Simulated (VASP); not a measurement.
Consider the following.

```
CELL_PARAMETERS angstrom
      2.23717    -3.87488     0.00000
      2.23717     3.87488     0.00000
      0.00000     0.00000     6.02760
ATOMIC_POSITIONS crystal
  Te 0.00000 0.26452 0.66667
  Te 0.73548 0.73548 0.00000
  Te 0.26452 0.00000 0.33333
```

Calculation: TPSS meta-GGA, VASP's PBE PAW potentials (set 64) (plane waves; VASP 6.6.1). Numerical set-up: 520 eV cut-off, 7×7×4 Γ-centred mesh, tetrahedra with Blöchl corrections, potentials Te.

Unless said otherwise, spin-orbit coupling is left out, though it shifts the bands of the heavy elements here.

Give the energies of bands 4 to 12 at the high-symmetry points, in eV from the valence-band maximum.

| band | Γ | M | K | A | L | H |
|---|---|---|---|---|---|---|
| 4 | -2.89 | -4.75 | -4.39 | -3.91 | -5.52 | -5.03 |
| 5 | -2.66 | -4.29 | -4.39 | -2.50 | -3.57 | -4.84 |
| 6 | -2.66 | -3.41 | -2.99 | -2.50 | -3.52 | -4.84 |
| 7 | -1.55 | -3.40 | -2.99 | -1.27 | -2.30 | -1.00 |
| 8 | -1.55 | -1.03 | -2.79 | -0.96 | -1.98 | 0.00 |
| 9 | -0.69 | -0.79 | -2.56 | -0.96 | -0.24 | 0.00 |
| 10 | 1.07 | 0.98 | 2.88 | 0.63 | 0.79 | 0.17 |
| 11 | 1.07 | 1.10 | 2.88 | 0.72 | 1.95 | 1.50 |
| 12 | 1.78 | 3.14 | 3.22 | 0.72 | 2.61 | 1.50 |

The gap is direct, 0.17 eV, from the valence maximum at H to the conduction minimum at H.

The compound is Te in the trig structure. It was relaxed first.
